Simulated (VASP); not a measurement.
Here is the system:

```
K2S
1.0
    0.00000     3.69826     3.69826
    3.69826     0.00000     3.69826
    3.69826     3.69826     0.00000
K S
2 1
Direct
  0.25000   0.25000   0.25000
  0.75000   0.75000   0.75000
  0.00000   0.00000   0.00000
```

These are PBE GGA with D3 dispersion (zero damping), VASP's PBE PAW potentials (set 64) (plane waves; VASP) values and carry that method's errors. Run with 520 eV cut-off, Gaussian smearing of 0.050 eV, potentials K_sv S.

What does the run give for the band gap (along the path) with the smallest direct gap where there is one?

The band gap (along the path) is 2.39 eV. The smallest direct gap (along the path) is 2.59 eV.

The compound is K2S in the antifluorite structure. It was relaxed first.
